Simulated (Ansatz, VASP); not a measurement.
# B2O3 (boron oxide glass) in two plane-wave programs, part 3 of 3

Aim: how closely do two programs agree when they are given the same cell, functional and k mesh? The structure shown is the start of the Ansatz relaxation below; VASP solves that cell, so the two are compared at the walk's first step.

VASP 6.6.1 and Ansatz 0.2.0.

So far. Step 3 (VASP: single point, PBE, start cell): The run ends at a pressure of 1.34 GPa, with forces up to 3.7 eV/Å. Step 7 (VASP: single point, LDA, start cell): The run ends at a pressure of -4.13 GPa, with forces up to 0.69 eV/Å.

### Step 10. Ansatz: relaxation, PBEsol

Level of this step: Ansatz beside VASP: Kohn-Sham DFT, plane waves, PBEsol (Ansatz).

The two programs are compared at the cell with which this relaxation starts, whose forces are those of its first step.

The structure compared here is the start of the Ansatz relaxation; VASP solves that cell, so the two are compared at the walk's first step.

The input, input.yaml:

```yaml
crystal:
  lattice:
    - [10.8786, 0.0, 0.0]
    - [0.0, 10.69711, 0.0]
    - [0.0, 0.0, 9.91907]
  atoms:
    - { symbol: B, position: [0.43574, 0.04885, 0.71366] }
    - { symbol: B, position: [0.16885, 0.12771, 0.29791] }
    - { symbol: B, position: [0.63875, 0.18708, 0.47835] }
    - { symbol: B, position: [0.15, 0.80949, 0.53993] }
    - { symbol: B, position: [0.28489, 0.63563, 0.6324] }
    - { symbol: B, position: [0.61012, 0.96608, 0.56611] }
    - { symbol: B, position: [0.17151, 0.50431, 0.99784] }
    - { symbol: B, position: [0.33067, 0.44482, 0.49026] }
    - { symbol: B, position: [0.7495, 0.36118, 0.34549] }
    - { symbol: B, position: [0.31456, 0.03059, 0.92606] }
    - { symbol: B, position: [0.6477, 0.74069, 0.6224] }
    - { symbol: B, position: [0.88062, 0.55975, 0.32253] }
    - { symbol: B, position: [0.03161, 0.68994, 0.06121] }
    - { symbol: B, position: [0.90638, 0.42016, 0.53153] }
    - { symbol: B, position: [0.75608, 0.11456, 0.93453] }
    - { symbol: B, position: [0.76254, 0.47659, 0.12754] }
    - { symbol: B, position: [0.83263, 0.59859, 0.68946] }
    - { symbol: B, position: [0.06386, 0.33568, 0.85436] }
    - { symbol: B, position: [0.36961, 0.42387, 0.07526] }
    - { symbol: B, position: [0.09878, 0.03895, 0.52389] }
    - { symbol: B, position: [0.43486, 0.25645, 0.59196] }
    - { symbol: B, position: [0.21408, 0.07918, 0.06168] }
    - { symbol: B, position: [0.56826, 0.51982, 0.97952] }
    - { symbol: B, position: [0.05195, 0.261, 0.6187] }
    - { symbol: B, position: [0.85708, 0.31338, 0.9712] }
    - { symbol: B, position: [0.86897, 0.74172, 0.89042] }
    - { symbol: B, position: [0.47846, 0.63342, 0.76093] }
    - { symbol: B, position: [0.05668, 0.70753, 0.32496] }
    - { symbol: B, position: [0.76771, 0.94868, 0.89749] }
    - { symbol: B, position: [0.30841, 0.31538, 0.27965] }
    - { symbol: O, position: [0.7316, 0.26178, 0.42771] }
    - { symbol: O, position: [0.07644, 0.13722, 0.60852] }
    - { symbol: O, position: [0.09015, 0.60161, 0.98679] }
    - { symbol: O, position: [0.73925, 0.65022, 0.61863] }
    - { symbol: O, position: [0.82771, 0.57752, 0.2054] }
    - { symbol: O, position: [0.93866, 0.76, 0.00291] }
    - { symbol: O, position: [0.11192, 0.04984, 0.38653] }
    - { symbol: O, position: [0.14145, 0.39094, 0.94438] }
    - { symbol: O, position: [0.67341, 0.85444, 0.56322] }
    - { symbol: O, position: [0.35601, 0.6079, 0.74403] }
    - { symbol: O, position: [0.53211, 0.71052, 0.66452] }
    - { symbol: O, position: [0.33793, 0.41868, 0.3549] }
    - { symbol: O, position: [0.52761, 0.24472, 0.49877] }
    - { symbol: O, position: [0.28465, 0.51864, 0.05699] }
    - { symbol: O, position: [0.8843, 0.64071, 0.80641] }
    - { symbol: O, position: [0.67836, 0.53707, 0.03813] }
    - { symbol: O, position: [0.84168, 0.45046, 0.40407] }
    - { symbol: O, position: [0.86035, 0.41204, 0.05385] }
    - { symbol: O, position: [0.14067, 0.11594, 0.16282] }
    - { symbol: O, position: [0.97184, 0.62518, 0.38465] }
    - { symbol: O, position: [0.97969, 0.3189, 0.51971] }
    - { symbol: O, position: [0.68387, 0.03914, 0.84685] }
    - { symbol: O, position: [0.24928, 0.21728, 0.34454] }
    - { symbol: O, position: [0.75216, 0.23788, 0.95673] }
    - { symbol: O, position: [0.70396, 0.3876, 0.22622] }
    - { symbol: O, position: [0.20166, 0.09621, 0.92131] }
    - { symbol: O, position: [0.39241, 0.99281, 0.82866] }
    - { symbol: O, position: [0.28322, 0.56038, 0.52044] }
    - { symbol: O, position: [0.33548, 0.31567, 0.14577] }
    - { symbol: O, position: [0.49621, 0.97403, 0.62349] }
    - { symbol: O, position: [0.9532, 0.28158, 0.88685] }
    - { symbol: O, position: [0.11116, 0.92487, 0.58528] }
    - { symbol: O, position: [0.83474, 0.02192, 0.98902] }
    - { symbol: O, position: [0.66918, 0.06581, 0.50478] }
    - { symbol: O, position: [0.13052, 0.77337, 0.40941] }
    - { symbol: O, position: [0.48618, 0.43214, 0.02955] }
    - { symbol: O, position: [0.36403, 0.36272, 0.58967] }
    - { symbol: O, position: [0.41109, 0.17368, 0.69407] }
    - { symbol: O, position: [0.88696, 0.48779, 0.64253] }
    - { symbol: O, position: [0.06873, 0.71968, 0.18995] }
    - { symbol: O, position: [0.213, 0.74104, 0.63507] }
    - { symbol: O, position: [0.54764, 0.59053, 0.86467] }
    - { symbol: O, position: [0.09984, 0.32976, 0.72167] }
    - { symbol: O, position: [0.32527, 0.01004, 0.06612] }
    - { symbol: O, position: [0.77962, 0.82933, 0.85547] }
kpoints:
  mp_grid: { grid: [1, 1, 1] }
hamiltonian:
  xc: pbesol
scf:
  occupations: { method: fixed }
output:
  forces: true
  stress: true
relax:
  f_tol: 0.04
  max_steps: 60
  cell: { stress_tol: 0.1, fix: [alpha, beta, gamma] }
```

Started as:

```
> ansatz run input.yaml --threads 8 --pin off --max-ram 15360MiB --backend cpu --events-out ev --progress --plain --runs-dir out
```

Numbers of over 12 decimals in the logs are rounded to 6 here.

Log:

```text
[...]
Crystal: 75 atoms, lattice volume = 1154.278 Å³
Basis set: ecut = 420 eV, 22583 PW (Γ), exchange–correlation on 150×144×144 points (8 copies of the dense FFT grid, shifted against one another)
Bands: 255, of which v1, the nominal top of the filled ones, is band 180 counted from 1 (179 counted from 0)
Symmetry: 1 space group operations
[...]
k-points: 1
[...]
- { symbol: O, position: [0.085779, 0.600042, 0.990758] }
    - { symbol: O, position: [0.737213, 0.648208, 0.619673] }
    - { symbol: O, position: [0.837814, 0.571802, 0.200385] }
    - { symbol: O, position: [0.931373, 0.757740, 0.00592612] }
    - { symbol: O, position: [0.110394, 0.051218, 0.386868] }
    - { symbol: O, position: [0.141396, 0.390434, 0.946801] }
[...]
- { symbol: O, position: [0.548430, 0.589641, 0.866174] }
    - { symbol: O, position: [0.105088, 0.335819, 0.719846] }
    - { symbol: O, position: [0.321395, 0.017370, 0.067923] }
    - { symbol: O, position: [0.771330, 0.822645, 0.854452] }
[key lines of the parts left out:]
P = ⅓ Tr σ = -0.0166 GPa (-0.166 kbar)
```

### Step 11. VASP: single point, PBEsol, start cell

The same cell, functional and mesh now go to VASP, with its own data sets.

The input, INCAR:

```
SYSTEM = B2O3
PREC = Accurate
ENCUT = 520
EDIFF = 1E-06
NELM = 120
ISMEAR = 0
SIGMA = 0.01
LREAL = Auto
ALGO = Normal
GGA = PS
NBANDS = 232
LORBIT = 11
LWAVE = .FALSE.
LCHARG = .FALSE.
ISIF = 2
LASPH = .TRUE.
GGA_COMPAT = .FALSE.
EFERMI = MIDGAP
NCORE = 2
```

The input, POSCAR:

```
B2O3
1.0
   10.8786000000      0.0000000000      0.0000000000
    0.0000000000     10.6971100000      0.0000000000
    0.0000000000      0.0000000000      9.9190700000
B O
30 45
Direct
    0.4357362161      0.0488543167      0.7136556149
    0.1688544482      0.1277073901      0.2979109937
    0.6387494714      0.1870785661      0.4783512970
    0.1500009192      0.8094896659      0.5399296507
    0.2848895998      0.6356296233      0.6323979970
    0.6101244645      0.9660833627      0.5661115407
    0.1715110400      0.5043137819      0.9978354826
    0.3306675491      0.4448210778      0.4902576552
    0.7494990164      0.3611816650      0.3454860183
    0.3145625356      0.0305877008      0.9260646411
    0.6477028294      0.7406860358      0.6223970594
    0.8806188296      0.5597493155      0.3225302372
    0.0316125237      0.6899433585      0.0612053348
    0.9063758204      0.4201602115      0.5315316859
    0.7560807457      0.1145636532      0.9345331770
    0.7625429743      0.4765866669      0.1275421990
    0.8326255217      0.5985915822      0.6894597981
    0.0638593201      0.3356794499      0.8543643709
    0.3696063832      0.4238714943      0.0752590717
    0.0987810932      0.0389544466      0.5238898405
    0.4348629419      0.2564524437      0.5919607383
    0.2140808560      0.0791802646      0.0616791695
    0.5682624602      0.5198226437      0.9795172330
    0.0519460225      0.2609957269      0.6186971158
    0.8570771974      0.3133837083      0.9711999210
    0.8689721104      0.7417236992      0.8904161378
    0.4784623021      0.6334234200      0.7609281919
    0.0566800875      0.7075275472      0.3249599005
    0.7677090802      0.9486767921      0.8974934142
    0.3084128472      0.3153842486      0.2796532336
    0.7316014928      0.2617809857      0.4277114689
    0.0764436600      0.1372239792      0.6085247911
    0.0901494678      0.6016110894      0.9867860596
    0.7392495358      0.6502223498      0.6186265446
    0.8277076094      0.5775204705      0.2054023210
    0.9386593863      0.7599996635      0.0029135796
    0.1119169746      0.0498358903      0.3865281725
    0.1414520251      0.3909373653      0.9443828907
    0.6734138584      0.8544363852      0.5632181243
    0.3560108838      0.6079025082      0.7440314465
    0.5321089111      0.7105190093      0.6645179437
    0.3379295130      0.4186831770      0.3549022237
    0.5276138474      0.2447203030      0.4987665174
    0.2846505984      0.5186354071      0.0569912300
    0.8842957734      0.6407057607      0.8064062457
    0.6783593477      0.5370702928      0.0381285746
    0.8416799956      0.4504581144      0.4040701396
    0.8603496773      0.4120365220      0.0538457738
    0.1406706745      0.1159378561      0.1628176835
    0.9718438034      0.6251782023      0.3846529967
    0.9796940783      0.3188992167      0.5197059805
    0.6838655709      0.0391414130      0.8468535861
    0.2492783998      0.2172829858      0.3445383489
    0.7521556083      0.2378773332      0.9567328389
    0.7039600684      0.3876000153      0.2262208050
    0.2016619786      0.0962129024      0.9213061305
    0.3924126266      0.9928102076      0.8286563156
    0.2832165904      0.5603756529      0.5204419366
    0.3354843454      0.3156740465      0.1457697143
    0.4962127480      0.9740294341      0.6234858712
    0.9532016987      0.2815807260      0.8868472548
    0.1111632011      0.9248666229      0.5852766439
    0.8347397643      0.0219218088      0.9890241726
    0.6691761808      0.0658121680      0.5047751453
    0.1305223099      0.7733677601      0.4094133825
    0.4861838840      0.4321354085      0.0295491412
    0.3640266211      0.3627241376      0.5896722173
    0.4110915007      0.1736824245      0.6940670849
    0.8869615576      0.4877859534      0.6425299953
    0.0687312706      0.7196803623      0.1899472430
    0.2129961576      0.7410412719      0.6350696184
    0.5476439983      0.5905333310      0.8646677562
    0.0998382145      0.3297619637      0.7216704792
    0.3252716342      0.0100400949      0.0661150693
    0.7796223779      0.8293267995      0.8554733458
```

The input, KPOINTS:

```
Automatic mesh
0
Gamma
1 1 1
0 0 0
```

PAW data sets: B and O (PBE family, release 64).

Started as:

```
> mpirun -np 8 vasp_gam
```

Log:

```text
[banner, memory and clock lines left out]
running    8 mpi-ranks, on    1 nodes
[...]
|                                                                             |
|               ----> ADVICE to this user running VASP <----                  |
|                                                                             |
|     You enforced a specific xc type in the INCAR file but a different       |
|     [... a line on the potential file left out ...]
|     I HOPE YOU KNOW WHAT YOU ARE DOING!                                     |
|                                                                             |

 LDA part: xc-table for (Slater+PW92), standard interpolation
 POSCAR, INCAR and KPOINTS ok, starting setup
[...]
entering main loop
       N       E                     dE             d eps       ncg     rms          rms(c)
DAV:   1     0.334609302988E+04    0.33461E+04   -0.20891E+05   488   0.148E+03
DAV:   2    -0.337994323631E+03   -0.36841E+04   -0.35582E+04   584   0.372E+02
DAV:   3    -0.666414819928E+03   -0.32842E+03   -0.32568E+03   528   0.119E+02
DAV:   4    -0.673402748842E+03   -0.69879E+01   -0.69585E+01   544   0.187E+01
[...]
DAV:  17    -0.619798440938E+03    0.26561E-05   -0.77453E-05   528   0.336E-02    0.810E-03
DAV:  18    -0.619798442142E+03   -0.12040E-05   -0.20055E-05   528   0.121E-02    0.667E-03
DAV:  19    -0.619798441437E+03    0.70478E-06   -0.39925E-06   480   0.539E-03
   1 F= -.61979844E+03 E0= -.61979844E+03  d E =0.000000E+00
```

Parts of OUTCAR (step 11):

```text
  FREE ENERGIE OF THE ION-ELECTRON SYSTEM (eV)
  ---------------------------------------------------
  free  energy   TOTEN  =      -619.7984414369 eV

  energy  without entropy=     -619.7984414369  energy(sigma->0) =     -619.79844144

[... 1 part as in an earlier step ...]
```

The run ends at a pressure of -1.23 GPa, with forces up to 0.20 eV/Å.

### Step 12. Side by side

What differs besides the data sets and the points named for the pairs above, as far as they apply: Ansatz makes its cores anew for this functional, VASP keeps those of its PBE data sets. Total energies have different zeros and are not compared.

Forces on 8 of the 75 atoms, those with the largest forces and the largest differences (eV/Å; atoms numbered as in POSCAR):

| atom | Ansatz x, y, z | VASP x, y, z |
| --- | --- | --- |
| B10 | -0.034, 0.038, 0.056 | 0.082, -0.041, -0.075 |
| O49 | 0.152, -0.020, 0.078 | 0.162, -0.015, 0.069 |
| O52 | 0.151, -0.039, 0.117 | 0.010, -0.020, -0.001 |
| O54 | 0.172, -0.044, 0.002 | 0.156, -0.041, 0.003 |
| O55 | 0.167, 0.108, -0.009 | 0.141, 0.123, -0.063 |
| O56 | 0.131, -0.065, 0.128 | 0.018, 0.009, 0.006 |
| O63 | -0.174, 0.006, -0.172 | -0.041, -0.012, -0.042 |
| O74 | -0.157, 0.114, -0.162 | -0.047, 0.033, -0.025 |

The forces differ by 40 meV/Å r.m.s., which is 63.1 % of the r.m.s. force of 0.064 eV/Å (both taken over all components).

### Step 13. Further runs

Further runs change the set-up of one program: Ansatz's method, potentials or start, or VASP's data sets, cutoff or form of LDA. The table gives that difference for each run.

| run | r.m.s. force difference (meV/Å) |
| --- | --- |
| as above | 40 |
| VASP with a cutoff of 600 eV (perhaps on Ansatz's relaxed cell) | 40 |

### Step 14. Results

| Property | Result |
| --- | --- |
| r.m.s. force difference (single point, PBE, start cell) | 3.5 % of the r.m.s. force |
| r.m.s. force difference (single point, LDA, start cell) | 19 % of the r.m.s. force |
| r.m.s. force difference (single point, PBEsol, start cell) | 40 meV/Å |

In words: The r.m.s. force difference is 19 % of the r.m.s. force (single point, LDA, start cell), beyond the 3 % picked in this series as the mark of a large difference. 4 further runs of this series are not shown here. Such differences can come from data sets, numerical settings and the points named under the comparisons, not from the functional's error against experiment.

[Lines on the potential files, build, host, timing and source positions are cut from VASP's logs without a mark.]

[Logs are printed without paths, hosts, clocks, repeated set-up lines and the standing remarks that a program may print on its own settings, such as how far it seeks lower states.]

[Hosts, paths, dates, database ids (printed as entryN), source tags and the programs' standing remarks are cut or masked in the printed files.]

[Rows of further runs with another cutoff or data set may stand on the cell that Ansatz relaxed, not on the start cell of the pair above them.]
